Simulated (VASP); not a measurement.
```xyz
1
Lattice="-1.6431 1.6431 2.5334 1.6431 -1.6431 2.5334 1.6431 1.6431 -2.5334" Properties=species:S:1:pos:R:3 pbc="T T T"
In     0.0000     0.0000     5.0668
```

The numbers are results of PBE GGA, VASP's PBE PAW potentials (set 64) (plane waves; VASP), not measurements. Settings: 480 eV cut-off, 14×14×14 Γ-centred mesh, first-order Methfessel-Paxton smearing of 0.10 eV, potentials In_d.

Energy and stress use the plane-wave basis of the starting cell.

### Question
The ions, cell shape and volume at an external pressure of 2.0 GPa are relaxed. What does this cell relax into?

### Answer

```xyz
1
Lattice="-1.6172 1.6172 2.4942 1.6172 -1.6172 2.4942 1.6172 1.6172 -2.4942" Properties=species:S:1:pos:R:3 pbc="T T T"
In     0.0000     0.0000     0.0000
```
Space group I4/mmm (139), at a tolerance of 0.03 Å.

### Question
How do energy and volume change from the first to the last step?

### Answer
The energy (σ→0) changes by +7.7 meV/atom and the volume by -4.6 %, in 3 ionic steps.

The compound is In in the bct structure. This run relaxes it under an external pressure of 2 GPa. Symmetry was kept, so distortions that lower it aren't found.
